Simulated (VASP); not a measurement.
Input:

```xyz
3
Lattice="0.0000 2.8834 2.8834 2.8834 0.0000 2.8834 2.8834 2.8834 0.0000" Properties=species:S:1:pos:R:3 pbc="T T T"
Li     1.4417     1.4417     1.4417
Li     4.3251     4.3251     4.3251
S      0.0000     0.0000     0.0000
```

Computed with RPBE GGA, VASP's PBE PAW potentials (set 64) (plane waves; VASP). Run with 520 eV cut-off, 6×6×6 Γ-centred mesh, Gaussian smearing of 0.050 eV, potentials Li_sv S.

Predict the energy per atom (σ→0), band gap (on the k-mesh) with the smallest direct gap where there is one.

```json
{
  "band gap (on the k-mesh)": "3.57 eV",
  "smallest direct gap (on the k-mesh)": "4.29 eV",
  "energy per atom (σ→0)": "-3.818 eV/atom"
}
```

The compound is Li2S in the antifluorite structure. It was relaxed first. The start is the result of an earlier pass.
